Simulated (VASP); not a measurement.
A VASP calculation is set up with these files.

KPOINTS:
```
Automatic mesh
0
Gamma
9 9 9
0 0 0
```

POSCAR:
```
LaS
1.0
  3.5740048566   0.0000000000   0.0000000000
  0.0000000000   3.5740048566   0.0000000000
  0.0000000000   0.0000000000   3.5740048566
La S
1 1
Cartesian
  0.0000000000   0.0000000000   0.0000000000
  1.7870024283   1.7870024283   1.7870024283
```

INCAR:
```
SYSTEM = LaS
PREC = Accurate; ENCUT = 400; LREAL = .FALSE.
LASPH = .TRUE.
EDIFF = 1E-6; NELM = 100; ALGO = Normal
LMAXMIX = 6
ISMEAR = 1; SIGMA = 0.1
GGA = PE
IBRION = 2; NSW = 60; ISIF = 3
EDIFFG = -0.01
LWAVE = .FALSE.; LCHARG = .FALSE.
```

POTCAR, in this order: La S (PBE.64 set). Program: vasp_std.

Question: Translate this PBE calculation to Quantum ESPRESSO's pw.x.

Answer: One equivalent input (not run):
```
&CONTROL
  calculation = 'vc-relax'
  pseudo_dir = './pseudo'
  outdir = './out'
  tprnfor = .true.
  tstress = .true.
  nstep = 60
  forc_conv_thr = 0.00039
/
&SYSTEM
  ibrav = 0
  nat = 2
  ntyp = 2
  ecutwfc = 110
  occupations = 'smearing'
  smearing = 'methfessel-paxton'
  degauss = 0.00735
  input_dft = 'pbe'
/
&ELECTRONS
  conv_thr = 7.3e-08
  electron_maxstep = 100
/
&IONS
/
&CELL
/
ATOMIC_SPECIES
  La 138.905 La.upf
  S 32.060 S.upf
CELL_PARAMETERS angstrom
     3.5740049    0.0000000    0.0000000
     0.0000000    3.5740049    0.0000000
    -0.0000000    0.0000000    3.5740049
ATOMIC_POSITIONS crystal
  La   0.0000000  0.0000000  0.0000000
  S    0.5000000  0.5000000  0.5000000
K_POINTS automatic
  9 9 9 0 0 0
```
Limits of the translation: the potentials are each code's own (VASP's PAW set, PseudoDojo norm-conserving files in pw.x), so ENCUT and ecutwfc are chosen apart and not converted; conv_thr bounds pw.x's estimated SCF error, while EDIFF bounds the energy change between steps; forc_conv_thr acts on force components and is met together with etot_conv_thr.

The structure was generated: LaS was put into the CsCl type type (Pm-3m), which need not be its known phase. This run relaxes it. Symmetry was kept, so distortions that lower it aren't found. The start is the result of an earlier pass.
